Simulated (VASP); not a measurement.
Here is a VASP 6.6.1 calculation.

INCAR

```
PREC = Accurate
ENCUT = 520
EDIFF = 1E-6
ISMEAR = -1
SIGMA = 0.05
LREAL = False
LASPH = True
NELM = 80
ALGO = Fast
ISIF = 2
LWAVE = False
LCHARG = False
GGA = PS
NBANDS = 33
```

Contents of KPOINTS:

```
Automatic mesh
0
Gamma
  4 4 4
```

Contents of POSCAR:

```
In3Cu
1.0
    4.4827670000      0.0000000000      0.0000000000
    0.0000000000      4.4827670000      0.0000000000
    0.0000000000      0.0000000000      4.4827670000
In Cu
3 1
Direct
    0.0000000000      0.5000000000      0.5000000000
    0.5000000000      0.0000000000      0.5000000000
    0.5000000000      0.5000000000      0.0000000000
    0.0000000000      0.0000000000      0.0000000000
```

Potentials or basis: VASP PAW PBE potentials, release 64 (In_d, Cu).

The run is started by

```bash
$ cat potpaw_PBE.64/In_d/POTCAR potpaw_PBE.64/Cu/POTCAR > POTCAR
$ mpirun -np 1 vasp_std > vasp.out
```

What does it give for the pressure?

-2.4 GPa.

Estimate the band gap on the k mesh.

none (metal or under the smearing width).

Caveat: the PAW data sets were made with another functional, which shifts forces and pressure a little.
